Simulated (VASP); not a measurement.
AlN, 4 atoms in the cell. Symmetry: P6_3mc, No. 186, hexagonal system. Conventional cell: a = 3.113 Å, b = 3.113 Å, c = 4.982 Å, α = 90.00°, β = 90.00°, γ = 120.00°. Around Al (site symmetry 3m) lie 4 N at 1.89 to 1.90 Å. N (site symmetry 3m) is surrounded by 4 Al at 1.89 to 1.90 Å. The cell is a database's computed one.

| Item | Value |
| --- | --- |
| Program | VASP 6.6.1 |
| Task | dielectric tensor |
| Functional | r2SCAN |
| Potentials or basis | VASP PAW PBE potentials, release 64 (Al, N) |
| Cutoff | 520 eV |
| k mesh | 9 × 9 × 6 |
| Occupations | gaussian, width 0.02 eV |
| Spin | no spin polarisation |
| Further INCAR settings | ALGO = Normal; EDIFF = 1e-08 |

Potentials or basis: VASP PAW PBE potentials, release 64 (Al, N).

Run with:

```bash
$ cat potpaw_PBE.64/Al/POTCAR potpaw_PBE.64/N/POTCAR > POTCAR
$ mpirun -np 1 vasp_std > vasp.out
```

Hardware: 1 thread of AMD EPYC 9R45 96-Core Processor (Zen 5), with other jobs on the host.

Task: Estimate the wall time of this run.

Result: Run time: 38 min on 1 thread of AMD EPYC 9R45 96-Core Processor (Zen 5) (shared host), peak memory 0.56 GiB. Counts: scf iterations 74, k points 100.
